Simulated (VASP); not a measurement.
Ta3AsAu2O13 under changes of volume

One of the cells (13.238 Å³/atom); the others are scaled copies at fixed shape and fractional positions:

```xyz
19
Lattice="5.4881 0.0000 0.0000 -2.7441 4.7529 0.0000 0.0000 0.0000 9.6425" Properties=species:S:1:pos:R:3 pbc="T T T"
Ta    0.0000    0.0000    1.8714
Ta    0.0000    0.0000    7.7711
Ta    2.7441    1.5843    0.0000
As    0.0000    0.0000    4.8212
Au    0.0000    3.1686    2.6447
Au    0.0000    3.1686    6.9977
O     0.0000    0.0000    0.0000
O    -1.3510    4.6164    3.5100
O    -0.5783    1.2746    3.5100
O     1.9294    3.6147    3.5100
O    -1.3510    4.6164    6.1324
O    -0.5783    1.2746    6.1324
O     1.9294    3.6147    6.1324
O     1.1931    1.5887    8.2775
O     3.5158    0.2389    8.2775
O     3.5234    2.9253    8.2775
O     1.1931    1.5887    1.3650
O     3.5158    0.2389    1.3650
O     3.5234    2.9253    1.3650
```

The cell was built by a generator and needn't be a form met in nature.

```yaml
Program: VASP 6.6.1
Functional: PBE
Potentials_or_basis: VASP PAW PBE potentials, release 64 (Ta_pv, As, Au, O)
Cutoff: 520 eV
k_mesh: 6 × 6 × 3
Occupations: fermi-dirac, width 0.05 eV
Spin: no spin polarisation
```

| volume (Å³/atom) | energy over the lowest point (meV/atom) | pressure (GPa) | largest force (eV/Å) |
| --- | --- | --- | --- |
| 12.200 | 31.87 | 13.9 | 0.896 |
| 12.459 | 13.17 | 8.9 | 0.668 |
| 12.719 | 2.14 | 4.4 | 0.476 |
| 13.238 | 0.00 | -3.2 | 0.201 |
| 13.497 | ? | ? | ? |
| 13.757 | 19.90 | -9.2 | 0.488 |

Q: What does the run at 13.497 Å³/atom give?

A: Energy over the lowest point 7.49 meV/atom; pressure -6.4 GPa; largest force 0.337 eV/Å.

Worked out: A Birch-Murnaghan fit of order 3 (a polynomial in V^(-2/3)) to the other rows has its minimum at 13.02 Å³/atom with B0 = V·E''(V) = 187 GPa and B' = 4.7 at fixed shape and positions, which overstates the stiffness. It gives 7.48 meV/atom at 13.497 Å³/atom, against the run's 7.49, and -dE/dV = -6.2 GPa, against -6.4.

Energies are extrapolated to zero smearing.
